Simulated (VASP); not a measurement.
The system is Mo.

```
Mo
1.0
    -1.57342    1.57342    1.57342
     1.57342   -1.57342    1.57342
     1.57342    1.57342   -1.57342
Mo
1
Direct
  0.00000 0.00000 0.00000
```

| Property | Result |
| --- | --- |
| Program | VASP 6.6.1 |
| Task | relaxation of cell and atoms |
| Functional | PBE |
| Potentials or basis | VASP PAW PBE potentials, release 64 (Mo_sv) |
| Cutoff | 520 eV |
| k mesh | 4 × 4 × 4 |
| Occupations | gaussian, width 0.1 eV |
| Spin | no spin polarisation |

At the start: pressure 4.7 GPa; volume 15.58 Å³/atom.

Q: Where does the relaxation end?

A: Over 4 steps the energy falls by 3.9 meV/atom and the volume is 15.85 Å³/atom (+1.7 %); space group Im-3m (No. 229, to 0.05 Å).

Step by step:
```tsv
step	energy change (eV)	largest force (eV/Å)	pressure (GPa)	volume (Å³)
1	0.0000	0.0000	4.69	15.58
2	0.0253	0.0000	-11.42	16.63
3	-0.0039	0.0000	-0.08	15.86
4	-0.0039	0.0000	0.01	15.85
```

Final structure:
```xyz
1
Lattice="-1.5824 1.5824 1.5824 1.5824 -1.5824 1.5824 1.5824 1.5824 -1.5824" Properties=species:S:1:pos:R:3 pbc="T T T"
Mo    0.0000    0.0000    0.0000
```

Caveat: the k mesh is coarse (spacing up to 0.71 Å⁻¹), so the values aren't converged.
